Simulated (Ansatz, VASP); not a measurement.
**AlIn2 in VASP and in Ansatz**

```
Al In
1.0
     5.56703    0.00000    0.00000
     0.00000    5.56703    0.00000
     0.00000    0.00000    2.94800
Al In
1 2
Direct
  0.00000 0.00000 0.00000
  0.00000 0.50000 0.00000
  0.50000 0.00000 0.00000
```

Change from the starting cell: species swapped into the CuI2 type (P4/mmm, No. 123).

Alike in both runs: functional PBE; k mesh 4 × 4 × 4; occupations gaussian, width 0.1 eV; no spin polarisation.

Ansatz relaxed the structure, and its values are those at the end. VASP's run is a single point on that final structure, the one shown.

|  | VASP | Ansatz |
| --- | --- | --- |
| version | VASP 6.6.1 | Ansatz 0.2.0 |
| potentials or method | VASP PAW PBE potentials, release 64 (Al, In_d) | scalar-relativistic, plane waves, PAW |
| plane-wave cutoff (eV) | 520 | 420 |
| valence electrons in the cell | 29 | 29 |

Ansatz gave:

- gap on the k mesh at the Fermi level (eV): none
- pressure (GPa): 0.1

Q: Which values does VASP return?

A: gap on the k mesh at the Fermi level (eV): none; pressure (GPa): 0.0.

A gap of «none» marks a metal or a gap that the smearing closes.

Caveats: the k mesh is coarse (spacing up to 0.53 Å⁻¹), so the values aren't converged.
